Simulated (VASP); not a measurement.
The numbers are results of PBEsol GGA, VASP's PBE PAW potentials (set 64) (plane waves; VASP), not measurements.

Input for VASP

File POSCAR:
```
PbF2
1
    0.0000000000     2.9474525079     2.9474525079
    2.9474525079     0.0000000000     2.9474525079
    2.9474525079     2.9474525079     0.0000000000
Pb F
1 2
Direct
  0.0000000000   0.0000000000   1.0000000000
  0.2500000000   0.2500000000   0.2500000000
  0.7500000000   0.7500000000   0.7500000000
```

**INCAR**
```
# general
SYSTEM =PbF2
PREC   =Accurate
ENCUT  =520   # plane-wave cut-off (eV)
LREAL  =.FALSE.
LASPH  =.TRUE.   # aspherical one-centre terms
NBANDS =54

# electronic loop
EDIFF  =1E-7   # SCF stop (eV)
NELM   =100
ALGO   =Normal
LMAXMIX=4   # l cut-off of mixed one-centre charges

# smearing
ISMEAR =0
SIGMA  =0.01

# functional
GGA    =PS   # PBEsol

# output
LWAVE  =.FALSE.
LCHARG =.FALSE.
NEDOS  =1001

# other
LOPTICS=.TRUE.
CSHIFT =0.1
```

File KPOINTS:
```
Automatic mesh
0
Gamma
8 8 8
0 0 0
```

POTCAR, in this order: Pb_d F (PBE.64 set). Program: vasp_std.

Unless said otherwise, spin-orbit coupling is left out, though it shifts the bands of the heavy elements here.

**Question.** What does the run give for the energy per atom (σ→0), band gap (on the k-mesh)?

**Answer.** 
```json
{
 "energy per atom (σ→0)": "-4.979 eV/atom",
 "band gap (on the k-mesh)": "4.30 eV"
}
```

### OSZICAR
```
...
DAV:  10    -0.149363279283E+02   -0.99274E-03   -0.89299E-04  3464   0.176E-01    0.346E-02
DAV:  11    -0.149363032831E+02    0.24645E-04   -0.76658E-05  3882   0.529E-02    0.172E-02
DAV:  12    -0.149363306573E+02   -0.27374E-04   -0.16403E-05  3476   0.234E-02    0.105E-02
DAV:  13    -0.149363337493E+02   -0.30920E-05   -0.76580E-06  3720   0.131E-02    0.408E-03
DAV:  14    -0.149363338942E+02   -0.14486E-06   -0.14067E-06  3536   0.435E-03    0.966E-04
DAV:  15    -0.149363338420E+02    0.52175E-07   -0.75066E-08  3972   0.100E-03
   1 F= -.14936334E+02 E0= -.14936334E+02  d E =-.449850E-44
 imaginary and real dielectric function
```

The compound is PbF2 in the fluorite structure, the β form. It was relaxed first.
